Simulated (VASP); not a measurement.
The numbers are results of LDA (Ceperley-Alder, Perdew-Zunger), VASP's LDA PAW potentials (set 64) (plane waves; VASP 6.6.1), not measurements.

The input files of a VASP run:

**INCAR**
```
! general
SYSTEM  = Cd3W
PREC    = Accurate
ENCUT   = 300   ! plane-wave cut-off (eV)
LREAL   = .FALSE.
LASPH   = .TRUE.   ! aspherical one-centre terms

! electronic loop
EDIFF   = 1E-6   ! SCF stop (eV)
NELM    = 100   ! most electronic steps
ALGO    = Normal
LMAXMIX = 6   ! l cut-off of mixed one-centre charges

! smearing
ISMEAR  = 0
SIGMA   = 0.05   ! width (eV)

! ions
ISIF    = 2

! output
LWAVE   = .FALSE.
LCHARG  = .FALSE.
```

### POSCAR
```
Cd3W
1
    4.3321350000     0.0000000000     0.0000000000
    0.0000000000     4.3321350000     0.0000000000
    0.0000000000     0.0000000000     4.3321350000
Cd W
3 1
Direct
  0.0000000000   0.5000000000   0.5000000000
  0.5000000000   0.5000000000   0.0000000000
  0.5000000000   0.0000000000   0.5000000000
  0.0000000000   0.0000000000   0.0000000000
```

File KPOINTS:
```
Regular mesh
0
G
 7 7 7
```

POTCAR, in this order: Cd W_sv (LDA.64 set). Program: vasp_std.

Output of the run:

**OUTCAR**
```
 ion  position               nearest neighbor table
   1  0.000  0.500  0.500-   2 3.06   3 3.06   4 3.06   2 3.06   4 3.06   3 3.06   4 3.06   4 3.06
                             2 3.06   3 3.06   2 3.06   3 3.06
   2  0.500  0.500  0.000-   1 3.06   3 3.06   4 3.06   1 3.06   3 3.06   3 3.06   4 3.06   3 3.06
                             1 3.06   4 3.06   1 3.06   4 3.06
   3  0.500  0.000  0.500-   1 3.06   2 3.06   4 3.06   2 3.06   4 3.06   1 3.06   2 3.06   2 3.06
                             1 3.06   4 3.06   4 3.06   1 3.06
   4  0.000  0.000  0.000-   1 3.06   2 3.06   3 3.06   1 3.06   3 3.06   1 3.06   2 3.06   1 3.06
                             2 3.06   3 3.06   3 3.06   2 3.06
  LATTYP: Found a simple cubic cell.
 ALAT       =     4.3321350000
 Subroutine PRICEL returns:
 Original cell was already a primitive cell.
 Subroutine GETGRP returns: Found 48 space group operations
The static configuration has the point symmetry O_h .
The dynamic configuration has the point symmetry O_h .
 Subroutine INISYM returns: Found 48 space group operations
 Subroutine IBZKPT returns following result:
 Found     20 irreducible k-points:

 Following reciprocal coordinates:
            Coordinates               Weight
  0.000000  0.000000  0.000000      1.000000
  0.142857  0.000000  0.000000      6.000000
  0.285714  0.000000  0.000000      6.000000
  0.428571  0.000000  0.000000      6.000000
  0.142857  0.142857  0.000000     12.000000
  0.285714  0.142857  0.000000     24.000000
  0.428571  0.142857  0.000000     24.000000
  0.285714  0.285714  0.000000     12.000000
  0.428571  0.285714  0.000000     24.000000
  0.428571  0.428571  0.000000     12.000000
  0.142857  0.142857  0.142857      8.000000
  0.285714  0.142857  0.142857     24.000000
  0.428571  0.142857  0.142857     24.000000
  0.285714  0.285714  0.142857     24.000000
  0.428571  0.285714  0.142857     48.000000
  0.428571  0.428571  0.142857     24.000000
  0.285714  0.285714  0.285714      8.000000
  0.428571  0.285714  0.285714     24.000000
  0.428571  0.428571  0.285714     24.000000
  0.428571  0.428571  0.428571      8.000000
   k-points           NKPTS =     20   k-points in BZ     NKDIM =     20   number of bands    NBANDS=     30
   number of dos      NEDOS =    301   number of ions     NIONS =      4
   total plane-waves  NPLWV =  13824
   dimension x,y,z NGX =    24 NGY =   24 NGZ =   24
   dimension x,y,z NGXF=    48 NGYF=   48 NGZF=   48
   ions per type =               3   1
   PREC   = accura    normal or accurate (medium, high low for compatibility)
   ISTART =      0    job   : 0-new  1-cont  2-samecut
   ICHARG =      2    charge: 1-file 2-atom 10-const
   ISPIN  =      1    spin polarized calculation?
   LNONCOLLINEAR =      F non collinear calculations
   LSORBIT =      F    spin-orbit coupling
   INIWAV =      1    electr: 0-lowe 1-rand  2-diag
   ENCUT  =  300.0 eV  22.05 Ry    4.70 a.u.   6.12  6.12  6.12*2*pi/ulx,y,z
   NELM   =    100;   NELMIN=  2; NELMDL= -5     # of ELM steps
   EDIFF  = 0.1E-05   stopping-criterion for ELM
   LREAL  =      F    real-space projection
   NLSPLINE    = F    spline interpolate recip. space projectors
   LMAXMIX     =    6 max onsite mixed and CHGCAR
   VOSKOWN=      0    Vosko Wilk Nusair interpolation
   EDIFFG = 0.1E-04   stopping-criterion for IOM
   NSW    =      0    number of steps for IOM
   NBLOCK =      1;   KBLOCK =      1    inner block; outer block
   IBRION =     -1    ionic relax: 0-MD 1-quasi-New 2-CG
   NFREE  =      0    steps in history (QN), initial steepest desc. (CG)
   ISIF   =      2    stress and relaxation
   ISYM   =      2    0-nonsym 1-usesym 2-fastsym
   TEIN   =    0.0    initial temperature
   TEBEG  =    0.0;   TEEND  =   0.0 temperature during run
   SMASS  =  -3.00    Nose mass-parameter (am)
   PSTRESS=    0.0 pullay stress
   NELECT =      50.0000    total number of electrons
   EFERMI =   0.00;   METHOD = LEGACY
...
```

OSZICAR:
```
       N       E                     dE             d eps       ncg     rms          rms(c)
DAV:   1     0.330983181573E+03    0.33098E+03   -0.19894E+04  1208   0.119E+03
DAV:   2    -0.564606434219E+01   -0.33663E+03   -0.32813E+03  1284   0.388E+02
DAV:   3    -0.168776384119E+02   -0.11232E+02   -0.11097E+02  1418   0.761E+01
DAV:   4    -0.169719625814E+02   -0.94324E-01   -0.93906E-01  1224   0.605E+00
DAV:   5    -0.169729616358E+02   -0.99905E-03   -0.99842E-03  1386   0.532E-01    0.122E+01
DAV:   6    -0.162696972053E+02    0.70326E+00   -0.25473E+00  1268   0.109E+01    0.588E+00
DAV:   7    -0.161667605359E+02    0.10294E+00   -0.59350E-01  1316   0.461E+00    0.501E+00
DAV:   8    -0.161000724216E+02    0.66688E-01   -0.20496E-01  1266   0.230E+00    0.140E+00
DAV:   9    -0.160977862465E+02    0.22862E-02   -0.86638E-03  1322   0.713E-01    0.267E-01
DAV:  10    -0.160975061309E+02    0.28012E-03   -0.20426E-03  1270   0.261E-01    0.508E-02
DAV:  11    -0.160974424574E+02    0.63674E-04   -0.26410E-04  1268   0.856E-02    0.144E-02
DAV:  12    -0.160974436755E+02   -0.12180E-05   -0.72341E-06  1014   0.133E-02    0.492E-03
DAV:  13    -0.160974435883E+02    0.87172E-07   -0.39816E-07   660   0.466E-03
   1 F= -.16097444E+02 E0= -.16094944E+02  d E =-.499819E-02
```

### OUTCAR
```
------------------------ aborting loop because EDIFF is reached ----------------------------------------
  FORCE on cell =-STRESS in cart. coord.  units (eV):
  Direction    XX          YY          ZZ          XY          YZ          ZX
  --------------------------------------------------------------------------------------
  Total       -7.1788212     -7.1788212     -7.1788212     -0.0000000     -0.0000000      0.0000000
  in kB     -141.4678574   -141.4678574   -141.4678574     -0.0000000     -0.0000000      0.0000000
  external PRESSURE =    -141.4678574 kB  Pullay stress =       0.0000000 kB
  volume of cell :       81.30
      direct lattice vectors                 reciprocal lattice vectors
     4.332135000  0.000000000  0.000000000     0.230833065  0.000000000  0.000000000
     0.000000000  4.332135000  0.000000000     0.000000000  0.230833065  0.000000000
     0.000000000  0.000000000  4.332135000     0.000000000  0.000000000  0.230833065
 POSITION                                       TOTAL-FORCE (eV/Angst)
 -----------------------------------------------------------------------------------
      0.00000      2.16607      2.16607         0.000000      0.000000      0.000000
      2.16607      2.16607      0.00000         0.000000      0.000000      0.000000
      2.16607      0.00000      2.16607         0.000000      0.000000      0.000000
      0.00000      0.00000      0.00000         0.000000      0.000000      0.000000
 -----------------------------------------------------------------------------------
    total drift:                                0.000000     -0.000000     -0.000000
  FREE ENERGIE OF THE ION-ELECTRON SYSTEM (eV)
  ---------------------------------------------------
  free  energy   TOTEN  =       -16.0974435883 eV

  energy  without entropy=      -16.0924453966  energy(sigma->0) =      -16.09494449
```
(Selected blocks of OUTCAR.)

### OUTCAR
```
 val. band max:        4.1050165221   @ k =   0.2857   0.1429   0.0000

 cond. band min:       4.1666365552   @ k =   0.4286   0.1429   0.0000


 Fermi energy:         4.1128493720

 k-point     1 :       0.0000    0.0000    0.0000
  band No.  band energies     occupation
      1     -69.8011      2.00000
      2     -34.1903      2.00000
      3     -34.1903      2.00000
      4     -34.1903      2.00000
      5      -5.5148      2.00000
      6      -5.3124      2.00000
      7      -5.3124      2.00000
      8      -5.3124      2.00000
      9      -5.0420      2.00000
     10      -5.0420      2.00000
     11      -4.7433      2.00000
     12      -4.4151      2.00000
     13      -4.4151      2.00000
     14      -4.4151      2.00000
     15      -4.0970      2.00000
     16      -4.0970      2.00000
     17      -3.7459      2.00000
     18      -3.6745      2.00000
     19      -3.6745      2.00000
     20      -3.6745      2.00000
     21       2.5684      2.00000
     22       2.5684      2.00000
     23       3.9186      2.00000
     24       3.9186      2.00000
     25       3.9186      2.00000
     26       4.5047      0.00000
     27       4.5047      0.00000
     28       4.5047      0.00000
     29       7.5883      0.00000
     30       8.8153      0.00000

 k-point     2 :       0.1429    0.0000    0.0000
  band No.  band energies     occupation
      1     -69.8013      2.00000
      2     -34.1915      2.00000
      3     -34.1904      2.00000
      4     -34.1904      2.00000
      5      -5.4530      2.00000
      6      -5.2885      2.00000
      7      -5.2531      2.00000
      8      -5.2531      2.00000
      9      -5.0108      2.00000
     10      -4.9780      2.00000
     11      -4.5559      2.00000
     12      -4.4396      2.00000
     13      -4.4050      2.00000
     14      -4.4050      2.00000
     15      -4.1353      2.00000
     16      -4.0942      2.00000
     17      -3.7873      2.00000
     18      -3.7759      2.00000
...
```

At this cut-off the stress carries a Pulay error, which pulls relaxed volumes low. Unless said otherwise, spin-orbit coupling is left out, though it shifts the bands of the heavy elements here.

The structure was generated: Cd3W was put into an ordered model structure, which need not be its known phase. The cell was not relaxed at this level. The run is one of a series of settings (GGA removed, POTCAR Cd W_sv (LDA.64 set) against the base run), some of them coarse on purpose.
